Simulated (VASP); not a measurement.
```xyz
5
Lattice="6.2516 0.0000 0.0000 0.0000 6.2516 0.0000 0.0000 0.0000 6.2516" Properties=species:S:1:pos:R:3 pbc="T T T"
Cs     0.0000     0.0000     0.0000
Sn     3.1258     3.1258     3.1258
I      3.1258     0.0000     3.1258
I      0.0000     3.1258     3.1258
I      3.1258     3.1258     0.0000
```

Calculation: vdW-DF2, VASP's PBE PAW potentials (set 64) (plane waves; VASP). Settings: 520 eV cut-off, 4×4×4 Γ-centred mesh, Gaussian smearing of 0.050 eV, potentials Cs_sv Sn_d I.

Unless said otherwise, spin-orbit coupling is left out, though it shifts the bands of the heavy elements here.

Question: What does the run give for the energy per atom (σ→0), pressure, band gap (on the k-mesh) with the smallest direct gap where there is one?

Answer: 
- band gap (on the k-mesh) = 0.59 eV
- smallest direct gap (on the k-mesh) = 0.59 eV
- energy per atom (σ→0) = -437 meV/atom
- pressure = 1.53 GPa

Only differences to runs with the same potentials and settings are physical.

The compound is CsSnI3 in the cubic perovskite structure, the ideal cubic form; the compound distorts at low or room temperature. This cell is one point of a volume scan, at 0.94 of the reference volume.
